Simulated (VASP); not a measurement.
OSZICAR of a VASP run on NaCl (rock salt):

File OSZICAR:
```
       N       E                     dE             d eps       ncg     rms          rms(c)
DAV:   1     0.988377944944E+02    0.98838E+02   -0.73234E+03   440   0.128E+03
DAV:   2     0.239394210705E+01   -0.96444E+02   -0.89268E+02   530   0.270E+02
DAV:   3    -0.645601796919E+01   -0.88500E+01   -0.87954E+01   527   0.820E+01
DAV:   4    -0.666187061021E+01   -0.20585E+00   -0.20569E+00   511   0.139E+01
DAV:   5    -0.666684376493E+01   -0.49732E-02   -0.49720E-02   566   0.209E+00    0.237E+00
DAV:   6    -0.644952078734E+01    0.21732E+00   -0.45419E-01   503   0.405E+00    0.184E+00
DAV:   7    -0.644405025982E+01    0.54705E-02   -0.11751E-01   512   0.223E+00    0.120E+00
DAV:   8    -0.645748106427E+01   -0.13431E-01   -0.19955E-02   449   0.138E+00    0.239E-01
DAV:   9    -0.645756124609E+01   -0.80182E-04   -0.31624E-04   547   0.178E-01    0.146E-01
DAV:  10    -0.645806618250E+01   -0.50494E-03   -0.10528E-03   449   0.273E-01    0.810E-02
DAV:  11    -0.645805448864E+01    0.11694E-04   -0.26061E-05   540   0.530E-02    0.128E-02
DAV:  12    -0.645805779072E+01   -0.33021E-05   -0.47865E-06   470   0.240E-02    0.169E-03
DAV:  13    -0.645805891060E+01   -0.11199E-05   -0.14505E-06   464   0.104E-02    0.318E-03
DAV:  14    -0.645805868831E+01    0.22229E-06   -0.69379E-08   244   0.186E-03
   1 F= -.64580587E+01 E0= -.64580587E+01  d E =-.645806E+01
```

Question: Which electronic solver shows in the log?

Answer: It is blocked Davidson (ALGO = Normal, or the opening steps of other solvers). The INCAR had ALGO = Normal.

Question: Can the final energy be trusted as converged?

Answer: Self-consistency was reached. It stopped with EDIFF = 1E-6, NELM = 100, NSW = 60 and EDIFFG = -0.01 after 1 ionic step (revPBE GGA, plane waves, VASP's PBE PAW potentials (set 64)).

The compound is NaCl in the rock salt structure. It was relaxed first, which changed the volume by +10 %. The start is the result of an earlier pass.
